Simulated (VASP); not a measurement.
Method: PBE GGA, VASP's PBE PAW potentials (set 64) (plane waves; VASP 6.6.1).

VASP ran on this input.

File KPOINTS:
```
Regular mesh
0
gamma
6 6 3
```

**INCAR**
```
SYSTEM  =  SnSe2
PREC  =  Accurate; ENCUT  =  250; LREAL  =  .False.
LASPH  =  .True.
EDIFF  =  1E-6; NELM  =  100; ALGO  =  Normal
LMAXMIX  =  4
ISMEAR  =  0; SIGMA  =  0.05
GGA  =  PE
ISIF  =  2
LWAVE  =  .False.; LCHARG  =  .False.
```

**POSCAR**
```
SnSe2
1
    1.9529130000    -3.3806500000     0.0000000000
    1.9529130000     3.3806500000     0.0000000000
    0.0000000000     0.0000000000     6.2681320000
Sn Se
1 2
Direct
  0.0000000000   0.0000000000   0.0000000000
  0.3333330000   0.6666670000   0.2500000000
  0.6759680000   0.3426340000   0.7500000000
```

POTCAR, in this order: Sn_d Se (PBE.64 set). Program: vasp_std.

### Question
What will the output report for the number of irreducible k-points (NKPTS), number of bands (NBANDS), largest plane-wave count, number of space-group operations, FFT grid (NGX, NGY, NGZ)?

### Answer

```
Quantity                                      Result
--------------------------------------  ------------
number of irreducible k-points (NKPTS)            56
number of bands (NBANDS)                          17
largest plane-wave count                         765
number of space-group operations                   1
FFT grid (NGX, NGY, NGZ)                20 × 20 × 32
```

The compound is SnSe2 in the 1T layered structure. The cell was not relaxed at this level, atoms are displaced from their ideal sites. The run is one of a series of settings (ENCUT = 250 against the base run), some of them coarse on purpose.
